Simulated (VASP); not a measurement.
A run of VASP 6.6.1:

File INCAR:

```
ALGO = Normal
EDIFF = 1E-8
ENCUT = 520
GGA = PE
IBRION = 6
ISIF = 3
ISMEAR = 1
LASPH = T
LCHARG = F
LREAL = F
LWAVE = F
NBANDS = 12
NELM = 80
NFREE = 2
NSW = 1
POTIM = 0.015
PREC = Accurate
SIGMA = 0.2
```

The input KPOINTS:

```
k-points
0
Gamma
  18 18 18
```

The input POSCAR:

```
Ta                                      
1.0
   -1.6594397620      1.6594397620      1.6594397620
    1.6594397620     -1.6594397620      1.6594397620
    1.6594397620      1.6594397620     -1.6594397620
  Ta            
     1
Direct
     0.0000000000000000    0.0000000000000000    0.0000000000000000
```

Potentials or basis: VASP PAW PBE potentials, release 64 (Ta_pv).

Launch:

```bash
$ cat potpaw_PBE.64/Ta_pv/POTCAR > POTCAR
$ mpirun -np 1 vasp_std > vasp.out
```

Hardware: 1 thread of AMD EPYC 7R13 Processor (Zen 3) (shared host).

**Question.** Estimate the wall time of this run.

**Answer.** Wall time 25 min on 1 thread of AMD EPYC 7R13 Processor (Zen 3), with other jobs on the host, peak memory 0.62 GiB. Counts: scf iterations 134, k points 195.
